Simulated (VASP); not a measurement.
Calculation: PBE GGA with D3 dispersion (Becke-Johnson damping), VASP's PBE PAW potentials (set 64) (plane waves; VASP).

VASP ran on this input.

File KPOINTS:
```
Automatic mesh
0
Gamma
18 18 18
0 0 0
```

### INCAR
```
SYSTEM = Ir
PREC = Accurate
ENCUT = 400
EDIFF = 1E-7
NELM = 100
ALGO = Normal
LREAL = .FALSE.
LASPH = .TRUE.
ISMEAR = -5
GGA = PE
IVDW = 12
LMAXMIX = 6
LWAVE = .FALSE.
LCHARG = .TRUE.
LORBIT = 11
NEDOS = 601
ISIF = 2
```

POSCAR:
```
Ir
1
    0.0000000000     1.9212140458     1.9212140458
    1.9212140458    -0.0000000000     1.9212140458
    1.9212140458     1.9212140458     0.0000000000
Ir
1
Direct
  0.0000000000   0.0000000000   0.0000000000
```

POTCAR, in this order: Ir (PBE.64 set). Program: vasp_std.

What VASP printed:

**OUTCAR**
```
 ion  position               nearest neighbor table
   1  0.000  0.000  0.000-
  LATTYP: Found a face centered cubic cell.
 ALAT       =     3.8424280916
 Subroutine PRICEL returns:
 Original cell was already a primitive cell.
 Subroutine GETGRP returns: Found 48 space group operations
The static configuration has the point symmetry O_h .
The dynamic configuration has the point symmetry O_h .
 Subroutine INISYM returns: Found 48 space group operations
 Subroutine IBZKPT returns following result:
 Found    195 irreducible k-points:

 Following reciprocal coordinates:
            Coordinates               Weight
  0.000000  0.000000  0.000000      1.000000
  0.055556  0.000000  0.000000      8.000000
  0.111111  0.000000  0.000000      8.000000
  0.166667  0.000000  0.000000      8.000000
  0.222222  0.000000  0.000000      8.000000
  0.277778  0.000000  0.000000      8.000000
  0.333333  0.000000  0.000000      8.000000
  0.388889  0.000000  0.000000      8.000000
  0.444444  0.000000  0.000000      8.000000
  0.500000  0.000000  0.000000      4.000000
  0.055556  0.055556  0.000000      6.000000
  0.111111  0.055556  0.000000     24.000000
  0.166667  0.055556  0.000000     24.000000
  0.222222  0.055556  0.000000     24.000000
  0.277778  0.055556  0.000000     24.000000
  0.333333  0.055556  0.000000     24.000000
  0.388889  0.055556  0.000000     24.000000
  0.444444  0.055556  0.000000     24.000000
  0.500000  0.055556  0.000000     24.000000
 -0.444444  0.055556  0.000000     24.000000
 -0.388889  0.055556  0.000000     24.000000
 -0.333333  0.055556  0.000000     24.000000
 -0.277778  0.055556  0.000000     24.000000
 -0.222222  0.055556  0.000000     24.000000
 -0.166667  0.055556  0.000000     24.000000
...
```

**OSZICAR**
```
       N       E                     dE             d eps       ncg     rms          rms(c)
DAV:   1     0.316664391600E+02    0.31666E+02   -0.38783E+03  3432   0.816E+02
DAV:   2    -0.893474276782E+01   -0.40601E+02   -0.39397E+02  3168   0.182E+02
DAV:   3    -0.939450302002E+01   -0.45976E+00   -0.45948E+00  4560   0.260E+01
DAV:   4    -0.939674041310E+01   -0.22374E-02   -0.22351E-02  3952   0.127E+00
DAV:   5    -0.939675831498E+01   -0.17902E-04   -0.17764E-04  4784   0.701E-02    0.151E+01
DAV:   6    -0.893461014903E+01    0.46215E+00   -0.96074E-01  3680   0.136E+01    0.626E+00
DAV:   7    -0.884695122444E+01    0.87659E-01   -0.31408E-01  4040   0.724E+00    0.155E+00
DAV:   8    -0.884145524654E+01    0.54960E-02   -0.21074E-03  3448   0.710E-01    0.535E-01
DAV:   9    -0.884054379462E+01    0.91145E-03   -0.84129E-04  4136   0.472E-01    0.121E-02
DAV:  10    -0.884055263921E+01   -0.88446E-05   -0.43340E-06  4184   0.202E-02    0.558E-03
DAV:  11    -0.884055324140E+01   -0.60219E-06   -0.12782E-07  4064   0.388E-03    0.590E-04
DAV:  12    -0.884055304349E+01    0.19791E-06   -0.75451E-09  2000   0.107E-03    0.650E-05
DAV:  13    -0.884055303142E+01    0.12073E-07   -0.26438E-10  1744   0.219E-04
   1 F= -.95737414E+01 E0= -.95737414E+01  d E =0.000000E+00
```

File OUTCAR:
```
------------------------ aborting loop because EDIFF is reached ----------------------------------------
 Edisp (eV)   -0.73319
  FORCE on cell =-STRESS in cart. coord.  units (eV):
  Direction    XX          YY          ZZ          XY          YZ          ZX
  --------------------------------------------------------------------------------------
  Total       0.00578     0.00578     0.00578     0.00000    -0.00000     0.00000
  in kB       0.65287     0.65287     0.65287     0.00000    -0.00000     0.00000
  external pressure =        0.65 kB  Pullay stress =        0.00 kB
  volume of cell :       14.18
      direct lattice vectors                 reciprocal lattice vectors
     0.000000000  1.921214046  1.921214046    -0.260252105  0.260252105  0.260252105
     1.921214046  0.000000000  1.921214046     0.260252105 -0.260252105  0.260252105
     1.921214046  1.921214046  0.000000000     0.260252105  0.260252105 -0.260252105
 POSITION                                       TOTAL-FORCE (eV/Angst)
 -----------------------------------------------------------------------------------
      0.00000      0.00000      0.00000         0.000000     -0.000000      0.000000
 -----------------------------------------------------------------------------------
    total drift:                                0.000000      0.000000      0.000000
  FREE ENERGIE OF THE ION-ELECTRON SYSTEM (eV)
  ---------------------------------------------------
  free  energy   TOTEN  =        -9.5737413919 eV

  energy  without entropy=       -9.5737413919  energy(sigma->0) =       -9.57374139

 total charge

# of ion       s       p       d       tot
------------------------------------------
    1        0.673   0.739   6.975   8.387
```
(Selected blocks of OUTCAR.)

OUTCAR:
```
 val. band max:       10.3678000183   @ k =   0.5000   0.3889   0.0556

 cond. band min:      10.2931349596   @ k =   0.3333   0.0556   0.0000


 Fermi energy:        10.3550338848

 k-point     1 :       0.0000    0.0000    0.0000
  band No.  band energies     occupation
      1      -0.7293      2.00000
      2       6.4903      2.00000
      3       6.4903      2.00000
      4       6.4903      2.00000
      5       9.1687      2.00000
      6       9.1687      2.00000
      7      24.6926      0.00000
      8      30.2653      0.00000

 k-point     2 :       0.0556    0.0000    0.0000
  band No.  band energies     occupation
      1      -0.5921      2.00000
      2       6.4166      2.00000
      3       6.5502      2.00000
      4       6.5502      2.00000
      5       9.1298      2.00000
      6       9.1298      2.00000
      7      24.9303      0.00000
      8      29.5204      0.00000

 k-point     3 :       0.1111    0.0000    0.0000
  band No.  band energies     occupation
      1      -0.1944      2.00000
      2       6.2276      2.00000
      3       6.7069      2.00000
      4       6.7069      2.00000
      5       9.0450      2.00000
      6       9.0450      2.00000
      7      25.5830      0.00000
      8      28.0637      0.00000

 k-point     4 :       0.1667    0.0000    0.0000
  band No.  band energies     occupation
      1       0.4151      2.00000
      2       6.0136      2.00000
      3       6.8828      2.00000
      4       6.8828      2.00000
      5       9.0130      2.00000
      6       9.0130      2.00000
      7      26.2757      0.00000
      8      26.6892      0.00000

 k-point     5 :       0.2222    0.0000    0.0000
  band No.  band energies     occupation
      1       1.1317      2.00000
      2       5.9208      2.00000
      3       6.9558      2.00000
      4       6.9559      2.00000
      5       9.1742      2.00000
      6       9.1742      2.00000
      7      24.9170      0.00000
...
```

For a metal the tetrahedron method with Blöchl corrections gives inexact stress and forces. Unless said otherwise, spin-orbit coupling is left out, though it shifts the bands of the heavy elements here.

The structure comes from a measured Ir entry (Fm-3m) of the Crystallography Open Database, whose conditions weren't checked. It was relaxed first.
